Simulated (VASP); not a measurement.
Wanted: the native input for a VASP 6.6.1 run.

| Item | Value |
| --- | --- |
| Task | single point |
| Functional | PBE |
| Potentials or basis | VASP PAW PBE potentials, release 64 (S, H, Tl_d) |
| Cutoff | 520 eV |
| k mesh | 8 × 8 × 8 |
| Occupations | gaussian, width 0.02 eV |
| Spin | no spin polarisation |
| Dipole correction | no |
| Further INCAR settings | ALGO = Fast; EDIFF = 1e-06; NBANDS = 31 |

The structure of Tl3HS lies in POSCAR:

```
Tl3HS
1.0
    5.1135000000      0.0000000000      0.0000000000
    0.0000000000      5.1135000000      0.0000000000
    0.0000000000      0.0000000000      5.1135000000
S H Tl
1 1 3
Direct
    0.0000000000      0.0000000000      0.0000000000
    0.5000000000      0.5000000000      0.5000000000
    0.5000000000      0.5000000000      0.0000000000
    0.5000000000      0.0000000000      0.5000000000
    0.0000000000      0.5000000000      0.5000000000
```

The cell comes from a database or a generator and needn't be the stable form of this composition.

The input as run:

INCAR

```
  PREC = Accurate
  ENCUT = 520
  EDIFF = 1E-6
  ISMEAR = 0
  SIGMA = 0.02
  LREAL = F
  LASPH = T
  NELM = 100
  ALGO = Fast
  ISIF = 2
  LWAVE = F
  LCHARG = F
  GGA = PE
  NBANDS = 31
```

KPOINTS

```
regular mesh
0
Gamma
  8 8 8
```

Potentials or basis: VASP PAW PBE potentials, release 64 (S, H, Tl_d).

The run is started by

```bash
$ cat potpaw_PBE.64/S/POTCAR potpaw_PBE.64/H/POTCAR potpaw_PBE.64/Tl_d/POTCAR > POTCAR
$ mpirun -np 1 vasp_std > vasp.out
```

It gave:

```yaml
Pressure: -1.5 GPa
Band_gap_on_the_k_mesh: none (metal or under the smearing width)
```

Run time: 47 s on 1 thread of Intel(R) Xeon(R) 6975P-C (Granite Rapids), with other jobs on the host, peak memory 0.32 GiB.
